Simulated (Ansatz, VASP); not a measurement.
# C4S5O in two plane-wave programs, part 3 of 3

Wanted: the spread between two codes on one cell, functional and k mesh. The cell is taken from a series of runs on this material, whose earlier steps may have relaxed, scaled, displaced or heated it; both programs get it as it stands.

VASP 6.6.1 and Ansatz 0.2.0.

So far: Starting point; Ansatz: dielectric response, PBE; VASP: dielectric response, PBE.

### 3. VASP: dielectric response, PBE (continued)

Level of this step: PBE; plane waves and PAW (C, S, O) (VASP).

Numbers of over 12 decimals in the logs are rounded to 6 here.

OUTCAR, selected parts (step 3):

```text
ion  position               nearest neighbor table
   1  0.995  0.180  0.364-   9 1.65  15 1.74  11 1.74
   2  0.995  0.820  0.864-  10 1.65  16 1.74  12 1.74
   3  0.430  0.202  0.637-   7 1.37  13 1.73  11 1.73
   4  0.430  0.798  0.137-   8 1.37  14 1.73  12 1.73
   5  0.793  0.341  0.858-  19 1.21  17 1.80  13 1.80
   6  0.793  0.659  0.358-  20 1.21  18 1.80  14 1.80
   7  0.368  0.317  0.581-   3 1.37  17 1.73  15 1.73
   8  0.368  0.683  0.081-   4 1.37  18 1.73  16 1.73
   9  0.718  0.129  0.204-   1 1.65
  10  0.718  0.871  0.704-   2 1.65
  11  0.216  0.086  0.517-   3 1.73   1 1.74
  12  0.216  0.914  0.017-   4 1.73   2 1.74
  13  0.702  0.182  0.823-   3 1.73   5 1.80
  14  0.702  0.818  0.323-   4 1.73   6 1.80
  15  0.095  0.333  0.395-   7 1.73   1 1.74
  16  0.095  0.667  0.895-   8 1.73   2 1.74
  17  0.568  0.436  0.698-   7 1.73   5 1.80
  18  0.568  0.564  0.198-   8 1.73   6 1.80
  19  0.990  0.380  0.976-   5 1.21
  20  0.990  0.620  0.476-   6 1.21

  LATTYP: Found a simple monoclinic cell.
 ALAT       =     3.9638000000
 B/A-ratio  =     2.7804379636
 C/A-ratio  =     2.1976386296
 COS(beta)  =    -0.1966991444

 Subroutine GETGRP returns: Found  2 space group operations
 (whereof  1 operations were pure point group operations)

The static configuration has the point symmetry C_1 .
 The point group associated with its full space group is C_1h.

 Found     28 irreducible k-points:

   k-points           NKPTS =     28   k-points in BZ     NKDIM =     28   number of bands    NBANDS=     72

   dimension x,y,z NGX =    30 NGY =   84 NGZ =   70
   dimension x,y,z NGXF=    60 NGYF=  168 NGZF=  140

   ENCUT  =  520.0 eV  38.22 Ry    6.18 a.u.   7.37 20.49 16.42*2*pi/ulx,y,z

   NELECT =     104.0000    total number of electrons

 k-points in reciprocal lattice and weights: Automatic mesh
   0.00000000  0.00000000  0.00000000       0.021
   0.16666667  0.00000000  0.00000000       0.042
   0.33333333  0.00000000  0.00000000       0.042
   0.50000000  0.00000000  0.00000000       0.021
   0.00000000  0.50000000  0.00000000       0.021
   0.16666667  0.50000000  0.00000000       0.042
   0.33333333  0.50000000  0.00000000       0.042
   0.50000000  0.50000000  0.00000000       0.021
   0.00000000  0.00000000  0.25000000       0.042
[...]
0.33333333  0.50000000  0.50000000       0.042
   0.50000000  0.50000000  0.50000000       0.021

 average (electrostatic) potential at core
       1 -54.0908       2 -54.0908       3 -53.5952       4 -53.5952       5 -54.9351
       6 -54.9351       7 -53.6053       8 -53.6053       9 -88.4361      10 -88.4361
      11 -90.4823      12 -90.4823      13 -90.2948      14 -90.2948      15 -90.4987
      16 -90.4987      17 -90.3071      18 -90.3071      19 -73.7521      20 -73.7521

  Total        3.2117724      1.5938126      2.5578227      0.0000000      0.0000000     -0.2782705
  in kB       13.7917394      6.8440242     10.9836005      0.0000000      0.0000000     -1.1949273
  external PRESSURE =      10.5397881 kB  Pullay stress =       0.0000000 kB

  energy-cutoff  :      520.00
  volume of cell :      373.11
      direct lattice vectors                 reciprocal lattice vectors
     3.963800000  0.000000000  0.000000000     0.252283163  0.000000000  0.066472107
     0.000000000 11.021100000  0.000000000     0.000000000  0.090735045  0.000000000
    -2.250353753  0.000000000  8.540820977     0.000000000  0.000000000  0.117084763

 POSITION                                       TOTAL-FORCE (eV/Angst)
 -----------------------------------------------------------------------------------
      3.12678      1.98020      3.10822        -0.029036     -0.028652     -0.051802
      2.00161      9.04090      7.37863        -0.029036      0.028652     -0.051802
      0.27154      2.22303      5.44304         0.019998     -0.121236      0.052390
      1.39672      8.79807      1.17263         0.019998      0.121236      0.052390
      1.21430      3.75815      7.32776        -0.261701     -0.229137     -0.528102
      2.33947      7.26295      3.05735        -0.261701      0.229137     -0.528102
      0.14947      3.49736      4.96391        -0.006534      0.121433     -0.049530
      1.27465      7.52374      0.69350        -0.006534     -0.121433     -0.049530
      2.38494      1.42198      1.74338         0.064867      0.047664      0.122234
      1.25976      9.59912      6.01379         0.064867     -0.047664      0.122234
     -0.30559      0.95152      4.41351         0.002671      0.124200     -0.017701
      0.81958     10.06958      0.14310         0.002671     -0.124200     -0.017701
      0.92945      2.00472      7.03268        -0.040275      0.085189     -0.085636
      2.05463      9.01638      2.76227        -0.040275     -0.085189     -0.085636
     -0.51346      3.67294      3.37142         0.022484     -0.098708      0.086586
     -1.63864      7.34816      7.64183         0.022484      0.098708      0.086586
      0.67909      4.80468      5.96536        -0.004069     -0.111039      0.010145
      1.80427      6.21642      1.69495        -0.004069      0.111039      0.010145
      1.72687      4.19093      8.33540         0.231593      0.209053      0.461416
      2.85205      6.83017      4.06499         0.231593     -0.209053      0.461416
 -----------------------------------------------------------------------------------
    total drift:                               -0.000274     -0.000000     -0.000678

 MACROSCOPIC STATIC DIELECTRIC TENSOR (including local field effects in DFT)
 ------------------------------------------------------
           3.156097     0.000000     1.036443
           0.000000     4.319396     0.000000
           1.035576     0.000000     4.948238
 ------------------------------------------------------

 PIEZOELECTRIC TENSOR (including local field effects)  for field in x, y, z        (C/m^2)
          XX          YY          ZZ          XY          YZ          ZX
  --------------------------------------------------------------------------------
  x    -0.03278    -0.04592    -0.08070     0.00000     0.00000    -0.02900
  y     0.00000     0.00000     0.00000    -0.01913     0.00361     0.00000
  z    -0.05058    -0.07757    -0.16760     0.00000     0.00000    -0.03790

 BORN EFFECTIVE CHARGES (including local field effects) (in |e|, cummulative output)
 ---------------------------------------------------------------------------------
 ion    1
    1     0.42753     0.35407     1.24223
    2     0.58662     0.67251     0.94245
    3     1.39036     0.61151     2.18643
 ion    2
    1     0.42753    -0.35407     1.24223
    2    -0.58662     0.67251    -0.94245
    3     1.39036    -0.61151     2.18643
 ion    3
    1    -0.05310    -0.10165     0.20856
    2     0.10268    -0.49914     0.21999
    3     0.25747    -0.12144     0.18906
 ion    4
    1    -0.05310     0.10165     0.20856
    2    -0.10268    -0.49914    -0.21999
    3     0.25747     0.12144     0.18906
 ion    5
    1     0.57797     0.21796     1.05852
    2     0.55600     1.51681     0.80507
    3     1.05316     0.28352     2.19060
 ion    6
    1     0.57797    -0.21796     1.05852
    2    -0.55600     1.51681    -0.80507
    3     1.05316    -0.28352     2.19060
 ion    7
    1    -0.11697     0.22007     0.07558
    2     0.12758    -0.08964     0.10728
    3     0.04944     0.52347    -0.04111
 ion    8
    1    -0.11697    -0.22007     0.07558
    2    -0.12758    -0.08964    -0.10728
    3     0.04944    -0.52347    -0.04111
 ion    9
    1    -0.67244    -0.37689    -0.82119
    2    -0.45113    -0.70675    -0.79970
    3    -0.81185    -0.76141    -1.96348
 ion   10
    1    -0.67244     0.37689    -0.82119
    2     0.45113    -0.70675     0.79970
    3    -0.81185     0.76141    -1.96348
 ion   11
    1     0.20403     0.28710    -0.31507
    2    -0.09742     0.59957    -0.20907
    3    -0.31989     0.64984    -0.48726
 ion   12
    1     0.20403    -0.28710    -0.31507
    2     0.09742     0.59957     0.20907
    3    -0.31989    -0.64984    -0.48726
 ion   13
    1     0.12769    -0.42134    -0.10697
    2    -0.23942    -0.44696    -0.15907
    3    -0.24739    -0.77068     0.36678
 ion   14
    1     0.12769     0.42134    -0.10697
[...]
2     0.47038    -1.06115     0.82548
    3    -0.89662     0.69550    -2.15827
```

The gap is read on the k-mesh alone, so it is an upper bound where the band edges lie off the mesh. The dielectric response converges more slowly with the mesh than energies do, so tensor and charges may still move on a finer one.

### 4. Comparison

Known differences besides the potentials themselves: fixed occupations in Ansatz, narrow Gaussian smearing in VASP; VASP's response is taken on the typed mesh, Ansatz refines its own for the field response alone; the cutoff is 420 eV in Ansatz and 520 eV in VASP. Total energies have different zeros and are not compared.

The two programs side by side:

```tsv
quantity	Ansatz	VASP	difference
ε∞ xx	3.16	3.16	+0.14 %
ε∞ yy	4.33	4.32	+0.29 %
ε∞ zz	4.98	4.95	+0.55 %
Born charge of C1 (mean of the diagonal) (e)	1.09	1.10	-0.01
Born charge of S9 (mean of the diagonal) (e)	-1.11	-1.11	+0.01
Born charge of O19 (mean of the diagonal) (e)	-1.37	-1.34	-0.03
```

### 5. Outcome

```
difference in ε∞ zz (dielectric response, PBE) : 0.55 %
```

In words: The difference in ε∞ zz is 0.55 % (dielectric response, PBE), within the 5 % picked in this series as the mark of a large difference. How closely two codes agree says nothing of how well the functional describes the real material.

[Lines on the potential files, build, host, timing and source positions are cut from VASP's logs without a mark.]

[Logs are printed without paths, hosts, clocks, repeated set-up lines and the standing remarks that a program may print on its own settings, such as how far it seeks lower states.]

[Hosts, paths, dates, database ids (printed as entryN), source tags and the programs' standing remarks are cut or masked in the printed files.]
